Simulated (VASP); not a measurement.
An input for Ansatz (written as the equivalent of a VASP run, and not itself run):

Ansatz 0.2 input:
```yaml
crystal:
  lattice:
    - [6.0088340, -1.4911760, 0.0000000]
    - [6.0088340, 1.4911760, 0.0000000]
    - [-1.3545070, 0.0000000, 5.5294330]
  atoms:
    - { symbol: Ga, position: [0.3411600, 0.3411600, 0.6852700] }
    - { symbol: Ga, position: [0.6588400, 0.6588400, 0.3147300] }
    - { symbol: Ga, position: [0.9095300, 0.9095300, 0.2052100] }
    - { symbol: Ga, position: [0.0904700, 0.0904700, 0.7947900] }
    - { symbol: O, position: [0.5035300, 0.5035300, 0.7433400] }
    - { symbol: O, position: [0.4964700, 0.4964700, 0.2566600] }
    - { symbol: O, position: [0.8266300, 0.8266300, 0.4367700] }
    - { symbol: O, position: [0.1733700, 0.1733700, 0.5632300] }
    - { symbol: O, position: [0.1645000, 0.1645000, 0.1091500] }
    - { symbol: O, position: [0.8355000, 0.8355000, 0.8908500] }
kpoints:
  mp_grid: { grid: [6, 6, 3] }
hamiltonian:
  xc: pbe
  pseudopotentials: { kind: paw }
scf:
  occupations: { method: gaussian, width: 0.01 }
  max_iter: 100
output: { forces: true, stress: true, eigenvalues: true }
```

Question: Translate this input to VASP (INCAR, KPOINTS, POSCAR, choice of POTCAR).

Answer: Several could match; the one computed here: 
INCAR:
```
! general
SYSTEM  = Ga2O3
PREC    = Accurate
ENCUT   = 400
LREAL   = .FALSE.
LASPH   = .TRUE.

! electronic loop
EDIFF   = 1E-6
NELM    = 100
ALGO    = Normal
LMAXMIX = 4

! smearing
ISMEAR  = 0
SIGMA   = 0.01

! functional
GGA     = PE

! ions
ISIF    = 2

! output
LWAVE   = .FALSE.
LCHARG  = .FALSE.
```

POSCAR:
```
Ga2O3
12.0176680
  0.5000000000  -0.1240819766   0.0000000000
  0.5000000000   0.1240819766   0.0000000000
 -0.1127096372   0.0000000000   0.4601086500
Ga O
4 6
direct
  0.3411600000   0.3411600000   0.6852700000
  0.6588400000   0.6588400000   0.3147300000
  0.9095300000   0.9095300000   0.2052100000
  0.0904700000   0.0904700000   0.7947900000
  0.5035300000   0.5035300000   0.7433400000
  0.4964700000   0.4964700000   0.2566600000
  0.8266300000   0.8266300000   0.4367700000
  0.1733700000   0.1733700000   0.5632300000
  0.1645000000   0.1645000000   0.1091500000
  0.8355000000   0.8355000000   0.8908500000
```

KPOINTS:
```
Automatic mesh
0
Gamma
6 6 3
0 0 0
```

POTCAR, in this order: Ga_d O (PBE.64 set). Program: vasp_std.

Limits of the translation: each code has its own PAW files, so the cut-off isn't converted (ENCUT is set for VASP's; basis.ecutwfc is left out, and Ansatz then takes the one that its files recommend); Ansatz stops its SCF on the density residual and VASP on the energy change (EDIFF).

The structure comes from a computed database's Ga2O3 entry; how it stands against other phases isn't given here. The cell was not relaxed at this level.
